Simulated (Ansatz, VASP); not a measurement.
## Cross-check of Zn (Zinc) between VASP and Ansatz

One calculation is typed for both programs; each brings its own data sets and cutoff. How far apart do they land? The cell is taken from a series of VASP runs on this material, whose earlier steps may have relaxed, scaled or displaced it; both programs get it as it stands.

Method: plane waves, with VASP 6.6.1 beside it; relaxation of cell and atoms at LDA, in Ansatz 0.2.0.

### 1. Starting point

Symmetry: P6_3/mmc, No. 194, hexagonal system. The conventional cell has a = 2.560 Å, b = 2.560 Å, c = 4.853 Å, α = 90.00°, β = 90.00°, γ = 120.00°. Zn has 12 Zn at 2.56 to 2.84 Å nearest.

### 2. Ansatz: relaxation of cell and atoms, LDA

Ansatz runs on its default PAW (the set named soft_2) files.

The relaxed volume is the usual yardstick between codes: its relative difference is about their pressure difference at one cell divided by the bulk modulus.

Input file input.yaml:

```yaml
crystal:
  lattice:
    - [2.5600738003, 0.0, 0.0]
    - [-1.2800369002, 2.2170889466, 0.0]
    - [0.0, 0.0, 4.8530587058]
  atoms:
    - { symbol: Zn, position: [0.6666666667, 0.3333333333, 0.75] }
    - { symbol: Zn, position: [0.3333333333, 0.6666666667, 0.25] }
hamiltonian:
  xc: lda
  pseudopotentials: { kind: paw }
kpoints:
  mp_grid: { grid: [20, 20, 10] }
scf:
  occupations: { method: methfessel_paxton, width: 0.15 }
relax:
  f_tol: 0.01
  max_steps: 60
  cell: { stress_tol: 0.05 }
output:
  forces: true
  stress: true
```

Run with:

```bash
> ansatz run input.yaml --threads 4 --pin off --max-ram 9216MiB --backend cpu --events-out ev --progress --plain --runs-dir out
```

Numbers of over 12 decimals in the logs are rounded to 6 here.

Output:

```text
Engine: ansatz 0.2.0, aarch64-unknown-linux-gnu
Pseudopotentials: kind: paw
Pseudopotential: Zn, paw, valence charge 12, recommended cutoff 420 eV (normal), Zn.paw.azcp
Functional definition: SPW92
  exchange = slater_x
  correlation = pw_c
Crystal: 2 atoms, lattice volume = 27.546 Å³
Basis set: ecut = 420 eV, 527 PW (Γ)
Bands: 16, of which v1, the nominal top of the filled ones, is band 12 counted from 1 (11 counted from 0)
Symmetry: 24 space group operations
Space group: P63/mmc (ITA 194), of the structure as read, at distance tolerance 3.0e-5 Å
k-points: 264 of 4000
Non-local potential: Zn, projectors of the file, l = 0: 2, l = 1: 2, l = 2: 3, l = 3: 1
PAW form: soft (Blöchl's): semilocal exchange-correlation on the pseudo side does not see the compensation charge
PAW frozen core: Zn, regenerated for the run's functional, and the local potential with it (the file was generated under x = pbe(κ = 0.804, μ = 0.219515), c = pbe(β = 0.066725))
PAW one-centre angular grid: Zn, 590 points (default); XC on 64 Gauss nodes
Initial density: superposition of atomic densities (neutral atoms: chi_scale 0, normalization atom), corrected by the library's trained network
Initial wavefunctions: pseudopotential atomic-orbital guess
Functional: x = slater, c = lda
SCF iter   1: F=—  HF=-6492.508646 eV  |F-HF|=—  |Δ(HF+E_count)|=         —  Δρ=6.23e-3  dr2=3.88e-3  ethr=1.77e-3  ⟨swp⟩=4.9  Hψ=20252  notcnv=0
preconditioner: auto → none  [metal: Δε(μ)=0.067 eV  Ē_g=13.805 eV  σ=0.150 eV  W_gap=0.36  n_scr=4 (ndim 8)  ℏωp=34.7 eV  f_vac=0.000  D(μ)=0.37/eV (n_scr^D=2)  sad-step TF]
SCF iter   2: F=—  HF=-6492.508170 eV  |F-HF|=—  |Δ(HF+E_count)|=   4.76e-4  S|Δr|=    0.00e0  Δρ=1.68e-3  dr2=4.59e-4  ethr=1.62e-5  ⟨swp⟩=2.0  Hψ=9192  notcnv=0
SCF iter   3: F=—  HF=-6492.507975 eV  |F-HF|=—  |Δ(HF+E_count)|=   1.95e-4  S|Δr|=    0.00e0  Δρ=1.43e-3  dr2=1.99e-4  ethr=1.91e-6  ⟨swp⟩=2.0  Hψ=7166  notcnv=0
SCF iter   4: F=—  HF=-6492.507958 eV  |F-HF|=—  |Δ(HF+E_count)|=   1.75e-5  S|Δr|=    0.00e0  Δρ=4.33e-4  dr2=1.90e-5  ethr=8.29e-7  ⟨swp⟩=1.0  Hψ=4216  notcnv=0
SCF iter   5: F=—  HF=-6492.507957 eV  |F-HF|=—  |Δ(HF+E_count)|=   5.26e-7  S|Δr|=    0.00e0  Δρ=7.52e-5  dr2=6.64e-7  ethr=7.92e-8  ⟨swp⟩=1.0  Hψ=4216  notcnv=0
SCF iter   6: F=-6492.507957 eV  HF=-6492.507957 eV  |F-HF|=3.30e-10  |Δ(HF+E_count)|=   7.31e-8  S|Δr|=    0.00e0  Δρ=9.36e-6  dr2=9.40e-9  ethr=4.17e-10  ⟨swp⟩=4.2  Hψ=15305  notcnv=0
SCF 1 converged in 6 iterations: F = -6492.507957 eV  dr2 = 9.40e-9
  greatest PAW one-centre occupation: 0.982 electrons in one spin orbital (limit 2), on the Zn atom at site 1 (counted from 0), in its partial waves of l = 2
relax step   1: F+E_penalty+E_count = -6492.50795714 eV  Δ(F+E_penalty+E_count) = +0.000e0 eV  max|allowed force component| = 1.018e-16 eV/Å  Δτ_max = 0.0000 Å  P = -0.708 GPa  Ω = 27.546 Å³  (6 SCF iters, dr2 threshold 1.00e-7 eV, accepted)
[...]
relax step   2: F+E_penalty+E_count = -6492.50837225 eV  Δ(F+E_penalty+E_count) = -4.151e-4 eV  max|allowed force component| = 1.388e-16 eV/Å  Δτ_max = 0.0000 Å  P = -0.259 GPa  Ω = 27.424 Å³  energy of the carried Pulay correction = +5.283e-5 eV  (4 SCF iters, dr2 threshold 2.00e-7 eV, accepted)
[...]
relax step   3: F+E_penalty+E_count = -6492.50846661 eV  Δ(F+E_penalty+E_count) = -9.437e-5 eV  max|allowed force component| = 2.128e-16 eV/Å  Δτ_max = 0.0000 Å  P = +0.003 GPa  Ω = 27.363 Å³  energy of the carried Pulay correction = +7.502e-5 eV  (4 SCF iters, dr2 threshold 2.00e-7 eV, accepted)
[...]
relax step   4: F+E_penalty+E_count = -6492.50846870 eV  Δ(F+E_penalty+E_count) = -2.082e-6 eV  max|allowed force component| = 2.776e-16 eV/Å  Δτ_max = 0.0000 Å  P = +0.015 GPa  Ω = 27.366 Å³  energy of the carried Pulay correction = +7.073e-5 eV  (4 SCF iters, dr2 threshold 1.37e-8 eV, accepted)
[...]
relax step   5: F+E_penalty+E_count = -6492.50839346 eV  Δ(F+E_penalty+E_count) = +7.523e-5 eV  max|allowed force component| = 1.480e-16 eV/Å  Δτ_max = 0.0000 Å  P = +0.015 GPa  Ω = 27.366 Å³  stress off target by 3.87e-2 GPa  SCF on the basis re-selected at this cell (its energy is not comparable with the rows above)  (4 SCF iters)
basis re-selected at this cell: Δ(F+E_penalty+E_count) = +7.523e-5 eV, ΔP = +0.001 GPa vs the last step (what re-selecting the basis moved, of the pressure what is left beyond the Pulay correction that the steps carried, after the strain that the cell walked since its last selection, with what the two solves' SCF thresholds leave and, on support functions, any second-order correction that the steps lacked; it is no m [...]
SCF converged after 4 iterations
Stability not checked: this state was not tested for a lower state beside it, because cold or Methfessel-Paxton smearing, or corrected tetrahedra, fill the levels in a way that the test cannot read (fill_not_monotonic; see scf.lower_state_search)
Free energy (F): -6492.508393 eV
Harris-Foulkes:  -6492.508393 eV  (|F-HF|=1.82e-12)
Internal energy: -6492.508914 eV  (E = F + TS)
E sigma→0 (E₀):  -6492.508524 eV
Entropy (-TS):   0.000520 eV (0.260 meV/atom)
Fermi energy:    12.272751 eV
--- Per-component energies (eV) ---
  E_band       = 119.269003
  E_kinetic    = 265.292133
  E_local      = -2948.235153  (includes V_loc(G=0)·N_el)
  E_nonlocal   = 1225.197105
  E_hartree    = 1235.242372
  E_xc         = -273.905826
  E_vxc        = -110.558349  (∫ρ·V_xc dr)
  E_paw        = -3504.655162  (= ΣΔE_a)
  E_vpaw       = -782.910669  (= ΣTr[D̂ρ^β])
  E_aug_tail   = -0.000787  (compensation charges beyond the density's cutoff)
  E_ewald      = -2494.557878
  E_core_change = 3.114283  (= ΣΔE_core)
  E_smearing   = 0.000520  (= −TS)
  E_closure    = -0.000000  (closes the sum)
  Σ components = -6492.508393   (vs F -6492.508393, Δ=0.00e0)
--- Forces (eV/Å), atoms counted from 1 ---
  atom   1  Zn     0.00000000    -0.00000000     0.00000000
  atom   2  Zn    -0.00000000     0.00000000     0.00000000
  max |Σ_I F_I| component: 3.70e-17 eV/Å
--- Stress (GPa, compression-positive) ---
        0.003636       0.000000       0.000000
        0.000000       0.003636       0.000000
        0.000000       0.000000       0.038738
  P = ⅓ Tr σ = 0.0153 GPa (0.153 kbar)
--- Relaxed structure (4 steps of the walk, 4 accepted, 1 SCFs on fresh bases) ---
  F+E_penalty+E_count = -6492.50839346 eV   max|allowed force component| = 1.480e-16 eV/Å   (the final SCF, on the basis selected at the relaxed cell)
  cell:  # Å, volume = 27.3659 Å³
    - [2.553073, 2.8788599755181187e-11, 0.0]
    - [-1.276536, 2.211026, 0.0]
    - [0.0, 0.0, 4.847896]
  atoms:
    - { symbol: Zn, position: [0.666667, 0.333333, 0.750000] }
    - { symbol: Zn, position: [0.333333, 0.666667, 0.250000] }
```

Elapsed: 6.5 s, on 4 threads of Arm Neoverse V1, shared host; peak memory 0.4 GiB.

### 3. VASP: relaxation of cell and atoms, LDA

The same cell, functional (in two slightly different forms), mesh and smearing now go to VASP, with its own data sets and cutoff.

Lines of VASP's logs that name or quote its potential files are left out, and so is its time.

Input file INCAR:

```
SYSTEM = Zn
PREC = Accurate
ENCUT = 450
EDIFF = 1E-06
NELM = 100
ISMEAR = 1
SIGMA = 0.15
LREAL = .FALSE.
ALGO = Normal
GGA = CA
NBANDS = 18
LORBIT = 11
LWAVE = .FALSE.
LCHARG = .FALSE.
KPAR = 2
IBRION = 2
NSW = 50
ISIF = 3
EDIFFG = -0.004
```

Input file POSCAR:

```
Zn
1.0
    2.5600738003      0.0000000000      0.0000000000
   -1.2800369002      2.2170889466      0.0000000000
    0.0000000000      0.0000000000      4.8530587058
Zn
2
Direct
    0.6666666667      0.3333333333      0.7500000000
    0.3333333333      0.6666666667      0.2500000000
```

Input file KPOINTS:

```
Automatic mesh
0
Gamma
20 20 10
0 0 0
```

Potentials, in the order of the species: Zn (LDA family, release 64).

Run with:

```bash
> mpirun -np 2 vasp_std
```

Output:

```text
[banner, memory and clock lines left out]
running    2 mpi-ranks, on    1 nodes
 distrk:  each k-point on    1 cores,    2 groups
 distr:  one band on    1 cores,    1 groups

 POSCAR found type information on POSCAR Zn
 POSCAR found :  1 types and       2 ions
 LDA part: xc-table for (Slater(with rela. corr.)+CA(PZ))
 , standard interpolation
 POSCAR, INCAR and KPOINTS ok, starting setup
 FFT: planning ... GRIDC
 FFT: planning ... GRID_SOFT
 FFT: planning ... GRID
 WAVECAR not read
 entering main loop
       N       E                     dE             d eps       ncg     rms          rms(c)
DAV:   1     0.993797954355E+02    0.99380E+02   -0.11527E+04  9984   0.199E+03
DAV:   2    -0.180085477992E+00   -0.99560E+02   -0.96766E+02  9570   0.283E+02
DAV:   3    -0.404815721035E+01   -0.38681E+01   -0.38551E+01 10710   0.648E+01
DAV:   4    -0.406704885358E+01   -0.18892E-01   -0.18887E-01 10452   0.460E+00
DAV:   5    -0.406707436510E+01   -0.25512E-04   -0.25511E-04 10368   0.149E-01    0.506E+00
DAV:   6    -0.377926646376E+01    0.28781E+00   -0.11162E+00 10266   0.235E+01    0.355E+00
DAV:   7    -0.375731240798E+01    0.21954E-01   -0.45995E-02 12134   0.384E+00    0.179E+00
DAV:   8    -0.374743369679E+01    0.98787E-02   -0.32046E-03 12922   0.803E-01    0.547E-02
DAV:   9    -0.374739979950E+01    0.33897E-04   -0.29442E-04 12230   0.208E-01    0.302E-02
DAV:  10    -0.374740298362E+01   -0.31841E-05   -0.19546E-05 10226   0.399E-02    0.265E-03
DAV:  11    -0.374740294863E+01    0.34983E-07   -0.67330E-07  6224   0.111E-02
   1 F= -.37474029E+01 E0= -.37475597E+01  d E =-.374740E+01
[...]
2 F= -.37474415E+01 E0= -.37475943E+01  d E =-.385509E-04
[...]
3 F= -.37474479E+01 E0= -.37476017E+01  d E =-.449182E-04
 curvature:  -0.37 expect dE=-0.244E-05 dE for cont linesearch -0.203E-05
 ZBRENT: interpolating
 opt :   0.6131  next Energy=    -3.747450 (dE=-0.466E-04)
 bond charge predicted
       N       E                     dE             d eps       ncg     rms          rms(c)
DAV:   1    -0.374750008271E+01   -0.52264E-04   -0.50481E-04 10140   0.442E-01    0.515E-02
DAV:   2    -0.374745304661E+01    0.47036E-04   -0.15348E-04 10082   0.280E-01    0.168E-02
DAV:   3    -0.374744851987E+01    0.45267E-05   -0.25655E-06  6818   0.254E-02    0.921E-03
DAV:   4    -0.374744675410E+01    0.17658E-05   -0.37404E-07  6250   0.121E-02    0.318E-04
DAV:   5    -0.374744677787E+01   -0.23766E-07   -0.23128E-07  4822   0.531E-03
   4 F= -.37474468E+01 E0= -.37476011E+01  d E =-.438292E-04
 curvature:  -0.31 expect dE=-0.284E-06 dE for cont linesearch -0.144E-07
 trial: gam=-0.01200 g(F)=  0.798E-49 g(S)=  0.927E-06 ort = 0.241E-05 (trialstep = 0.923E+00)
 search vector abs. value=  0.887E-06
 reached required accuracy - stopping structural energy minimisation
```

Parts of OUTCAR (step 3):

```text
ion  position               nearest neighbor table
   1  0.667  0.333  0.750-   2 2.84   2 2.84   2 2.84   2 2.84   2 2.84   2 2.84
   2  0.333  0.667  0.250-   1 2.84   1 2.84   1 2.84   1 2.84   1 2.84   1 2.84

  LATTYP: Found a hexagonal cell.
 ALAT       =     2.5600738003
 C/A-ratio  =     1.8956714081

 Subroutine GETGRP returns: Found 24 space group operations
 (whereof 12 operations were pure point group operations)

The static configuration has the point symmetry D_3d.
 The point group associated with its full space group is D_6h.

 Found    264 irreducible k-points:

   k-points           NKPTS =    264   k-points in BZ     NKDIM =    264   number of bands    NBANDS=     18

   dimension x,y,z NGX =    18 NGY =   18 NGZ =   36
   dimension x,y,z NGXF=    36 NGYF=   36 NGZF=   72

   ENCUT  =  450.0 eV  33.07 Ry    5.75 a.u.   4.43  4.43  8.39*2*pi/ulx,y,z

   NELECT =      24.0000    total number of electrons

 k-points in reciprocal lattice and weights: Automatic mesh
   0.00000000  0.00000000  0.00000000       0.000
   0.05000000  0.00000000  0.00000000       0.002
   0.10000000  0.00000000  0.00000000       0.002
   0.15000000  0.00000000  0.00000000       0.002
   0.20000000  0.00000000  0.00000000       0.002
   0.25000000  0.00000000  0.00000000       0.002
   0.30000000  0.00000000  0.00000000       0.002
   0.35000000  0.00000000  0.00000000       0.002
   0.40000000  0.00000000  0.00000000       0.002
[...]
0.30000000  0.30000000  0.50000000       0.002
   0.35000000  0.30000000  0.50000000       0.002

 average (electrostatic) potential at core
       1 -37.5429       2 -37.5429

 E-fermi :   3.6032

 k-point     1 :       0.0000    0.0000    0.0000
  band No.  band energies     occupation
    ...
      9      -3.9182      2.00000
     10      -3.6911      2.00000
     11      -3.6911      2.00000
     12      -0.5854      2.00000
     13       0.3860      2.00000
     14      17.3681      0.00000
     15      21.4251      0.00000
     16      22.7740      0.00000
     17      22.7740      0.00000
     18      24.1434      0.00000

 k-point     2 :       0.0500    0.0000    0.0000
  band No.  band energies     occupation
    ...
      9      -3.9266      2.00000
     10      -3.7522      2.00000
     11      -3.6903      2.00000
     12      -0.4420      2.00000
     13       0.4232      2.00000
     14      17.4601      0.00000
     15      20.9843      0.00000
     16      21.5367      0.00000
     17      21.8874      0.00000
     18      23.2964      0.00000

 k-point     3 :       0.1000    0.0000    0.0000
  band No.  band energies     occupation
    ...
      9      -3.9500      2.00000
     10      -3.8863      2.00000
     11      -3.6891      2.00000
     12      -0.0435      2.00000
     13       0.5398      2.00000
     14      17.7295      0.00000
     15      18.5011      0.00000
     16      20.5695      0.00000
     17      21.3996      0.00000
     18      22.5385      0.00000

  Total        0.0011535      0.0011535     -0.0059802     -0.0000000      0.0000000      0.0000000
  in kB        0.0672131      0.0672131     -0.3484707     -0.0000000      0.0000000      0.0000000
  external PRESSURE =      -0.0713482 kB  Pullay stress =       0.0000000 kB

  energy-cutoff  :      450.00
  volume of cell :       27.50
      direct lattice vectors                 reciprocal lattice vectors
     2.558385295  0.000000000 -0.000000000     0.390871540  0.225669789  0.000000000
    -1.279192647  2.215626658  0.000000000    -0.000000000  0.451339578  0.000000000
     0.000000000  0.000000000  4.850623948     0.000000000 -0.000000000  0.206159045

 POSITION                                       TOTAL-FORCE (eV/Angst)
 -----------------------------------------------------------------------------------
      1.27919      0.73854      3.63797        -0.000000      0.000000      0.000000
     -0.00000      1.47708      1.21266         0.000000     -0.000000      0.000000
 -----------------------------------------------------------------------------------
    total drift:                               -0.000000      0.000000     -0.000000

  FREE ENERGIE OF THE ION-ELECTRON SYSTEM (eV)
  ---------------------------------------------------
  free  energy   TOTEN  =        -3.7474467779 eV

  energy  without entropy=       -3.7479098506  energy(sigma->0) =       -3.74760114

 reached required accuracy - stopping structural energy minimisation

 total charge
# of ion       s       p       d       tot
------------------------------------------
    1        0.621   0.528   9.728  10.877
    2        0.621   0.528   9.728  10.877
--------------------------------------------------
tot          1.242   1.057  19.456  21.754

[... 3 further parts left out ...]
```

### 4. Comparison

Known differences besides the potentials themselves: the two LDA forms differ slightly; both relaxations stop at a tolerance, which leaves soft axes loose, and VASP keeps its plane-wave basis; the cutoff is 420 eV in Ansatz and 450 eV in VASP; VASP's log shows a relativistic correction to its local exchange, Ansatz's none; Ansatz adds a Pulay correction to the stress that steers its cell, VASP none. Total energies have different zeros and are not compared.

Both answers:

```csv
quantity,Ansatz,VASP,difference
volume (Å³),27.37,27.50,-0.47 %
"edge a after relaxation, in the typed setting (Å)",2.553,2.558,-0.21 %
"edge c after relaxation, in the typed setting (Å)",4.848,4.851,-0.06 %
```

The walks stopped with 0.02 GPa left in Ansatz and -0.01 GPa in VASP; each walk ends within a tolerance, so the volume difference is uncertain by about these residues over the bulk modulus, most in soft cells.

### 5. Summary of results

```
difference in volume (relaxation of cell and atoms, LDA) : -0.47 %
```

What this shows: The difference in volume is -0.47 % (relaxation of cell and atoms, LDA), within the 1.2 % picked in this series as the mark of a large difference, as far as the stopping tolerances let one tell. How closely two codes agree says nothing of how well the functional describes the real material.

[Lines on the potential files, build, host, timing and source positions are cut from VASP's logs without a mark.]

[Logs are printed without paths, hosts, clocks, repeated set-up lines and the standing remarks that a program may print on its own settings, such as how far it seeks lower states.]

[Hosts, paths, dates, database ids (printed as entryN), source tags and the programs' standing remarks are cut or masked in the printed files.]
